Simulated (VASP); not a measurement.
The system is ZnB.

```
CELL_PARAMETERS angstrom
2.80737 0.00000 0.00000
0.00000 2.80737 0.00000
0.00000 0.00000 2.80737
ATOMIC_POSITIONS crystal
Zn 0.00000 0.00000 0.00000
B 0.50000 0.50000 0.50000
```

The cell was built by a generator and needn't be a form met in nature.

Base run:

```yaml
Program: VASP 6.6.1
Functional: PBEsol
Potentials_or_basis: VASP PAW PBE potentials, release 64 (Zn, B)
Cutoff: 520 eV
k_mesh: 9 × 9 × 9
Occupations: fermi-dirac, width 0.05 eV
Spin: no spin polarisation
```

Its results: pressure -4.3 GPa.

**Question.** The run is repeated on the same cell with these changes: functional from PBEsol to PBE. What comes out?

**Answer.** Pressure 0.6 GPa.

PBE binds less tightly than PBEsol, so the same cell stands under more pressure.

Caveats: the PAW data sets were made with another functional, which shifts forces and pressure a little (some runs).

Not every run made on this cell is shown here.
